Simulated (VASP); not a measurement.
An input for Quantum ESPRESSO's pw.x (written as the equivalent of a VASP run, and not itself run):

```
&CONTROL
  calculation = 'scf'
  pseudo_dir = './pseudo'
  outdir = './out'
  tprnfor = .true.
  tstress = .true.
/
&SYSTEM
  ibrav = 0
  nat = 3
  ntyp = 2
  ecutwfc = 84
  occupations = 'smearing'
  smearing = 'fermi-dirac'
  degauss = 0.000735
  input_dft = 'pbesol'
/
&ELECTRONS
  conv_thr = 7.3e-08
  electron_maxstep = 100
/
ATOMIC_SPECIES
  Pb 207.200 Pb.upf
  F 18.998 F.upf
CELL_PARAMETERS angstrom
     0.0000000    2.9334690    2.9334690
     2.9334690    0.0000000    2.9334690
     2.9334690    2.9334690    0.0000000
ATOMIC_POSITIONS crystal
  Pb   0.0027710  0.0113150 -0.0039320
  F    0.2515240  0.2279410  0.2641390
  F    0.7457050  0.7607440  0.7397930
K_POINTS automatic
  7 7 7 0 0 0
```

Q: Write the VASP files for the same calculation (PBEsol).

A: This is not unique; one that fits is 
**INCAR**
```
SYSTEM = PbF2
PREC = Accurate
ENCUT = 400
EDIFF = 1E-6
NELM = 100
ALGO = Normal
LREAL = .FALSE.
LASPH = .TRUE.
ISMEAR = -1
SIGMA = 0.01
GGA = PS
LMAXMIX = 4
LWAVE = .FALSE.
LCHARG = .FALSE.
ISIF = 2
```

File POSCAR:
```
PbF2
5.8669380
  0.0000000000   0.5000000000   0.5000000000
  0.5000000000   0.0000000000   0.5000000000
  0.5000000000   0.5000000000   0.0000000000
Pb F
1 2
Cart
  0.0036915000  -0.0005805000   0.0070430000
  0.2460400000   0.2578315000   0.2397325000
  0.7502685000   0.7427490000   0.7532245000
```

### KPOINTS
```
Regular mesh
0
Gamma
7 7 7
```

POTCAR, in this order: Pb_d F (PBE.64 set). Program: vasp_std.

The two are equivalent in intent, not identical: the potentials are each code's own (VASP's PAW set, PseudoDojo norm-conserving files in pw.x), so ENCUT and ecutwfc are chosen apart and not converted; conv_thr bounds pw.x's estimated SCF error, while EDIFF bounds the energy change between steps.

The structure is a typed PbF2 crystal (Fm-3m). The cell was not relaxed at this level, atoms are displaced from their ideal sites.
